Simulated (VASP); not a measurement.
```
CELL_PARAMETERS angstrom
      4.01282     0.00000     0.00000
      0.00000     4.01282     0.00000
      0.00000     0.00000     4.01282
ATOMIC_POSITIONS crystal
  Ti 0.00000 0.50000 0.50000
  Ti 0.50000 0.50000 0.00000
  Ti 0.50000 0.00000 0.50000
  Be 0.00000 0.00000 0.00000
```

Computed with PBE GGA, VASP's PBE PAW potentials (set 64) (plane waves; VASP). Run with 300 eV cut-off, 6×6×6 Γ-centred mesh, Fermi-Dirac smearing of 0.10 eV, potentials Ti_sv Be.

At this cut-off the stress carries a Pulay error, which pulls relaxed volumes low.

Problem. Estimate the energy per atom (σ→0), pressure, band gap (on the k-mesh) with the smallest direct gap where there is one.

Solution. 
```
Quantity                                                     Value
------------------------  ----------------------------------------
band gap (on the k-mesh)  none (metal, semimetal or under 0.01 eV)
energy per atom (σ→0)                               -6.784 eV/atom
pressure                                                 -7.50 GPa
```

Only differences to runs with the same potentials and settings are physical.

The structure was generated: Ti3Be was put into an ordered model structure, which need not be its known phase. The cell was not relaxed at this level.
